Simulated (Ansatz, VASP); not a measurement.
## One calculation of MnHg3, two programs

```
Mn Hg
1.0
     4.23399    0.00000    0.00000
     0.00000    4.23399    0.00000
     0.00000    0.00000    4.23399
Mn Hg
1 3
Direct
  0.00000 0.00000 0.00000
  0.50000 0.00000 0.50000
  0.00000 0.50000 0.50000
  0.50000 0.50000 0.00000
```

Alike in both runs: functional PBE; k mesh 10 × 10 × 10; occupations gaussian, width 0.1 eV; no spin polarisation.

Ansatz relaxed the structure, and its values are those at the end. VASP's run is a single point on that final structure, the one shown.

|  | VASP | Ansatz |
| --- | --- | --- |
| version | VASP 6.6.1 | Ansatz 0.2.0 |
| potentials or method | VASP PAW PBE potentials, release 64 (Mn_pv, Hg) | scalar-relativistic, plane waves, PAW |
| plane-wave cutoff (eV) | 520 | 420 |
| valence electrons in the cell | 49 | 75 |

|  | VASP | Ansatz | Ansatz less VASP |
| --- | --- | --- | --- |
| gap on the k mesh at the Fermi level (eV) | none | none | - |
| pressure (GPa) | 0.7 | 0.0 | -0.78 |

A gap of «none» marks a metal or a gap that the smearing closes. With one functional, cell and mesh, what is left measures potentials, basis and numerics. The two sets of potentials don't hold the same shells in valence.

Spin-orbit coupling is left out, which matters for the levels of Hg. Spin polarisation is off, so any magnetic state and its effect on volume and gap are missing.
